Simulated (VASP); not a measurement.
Data:

```xyz
2
Lattice="0.0000 2.8660 2.8660 2.8660 0.0000 2.8660 2.8660 2.8660 0.0000" Properties=species:S:1:pos:R:3 pbc="T T T"
Al     0.0000     0.0000     0.0000
As     4.2991     4.2991     4.2991
```

Method: modified Becke-Johnson potential (mBJ), VASP's PBE PAW potentials (set 64) (plane waves; VASP). Settings: 400 eV cut-off, 6×6×6 Γ-centred mesh, Gaussian smearing of 0.050 eV, potentials Al As.

mBJ is a potential without an energy functional, so only the levels count.

Q: Give the energies of bands 2 to 7 at the high-symmetry points, in eV from the valence-band maximum.

A: 
```csv
band,Γ,X,U,L,W
2,0.00,-5.06,-4.83,-5.13,-4.76
3,0.00,-1.98,-3.04,-0.77,-2.84
4,0.00,-1.98,-1.64,-0.77,-2.49
5,2.67,2.23,2.92,2.69,4.88
6,4.71,2.84,5.40,5.17,5.92
7,4.71,10.94,8.62,5.17,6.29
```

The gap is indirect, 2.23 eV, from the valence maximum at Γ to the conduction minimum at X.

The structure comes from a computed database's AlAs entry (F-43m); how it stands against other phases isn't given here. It was relaxed first. The cell's shape comes from a PBE relaxation.
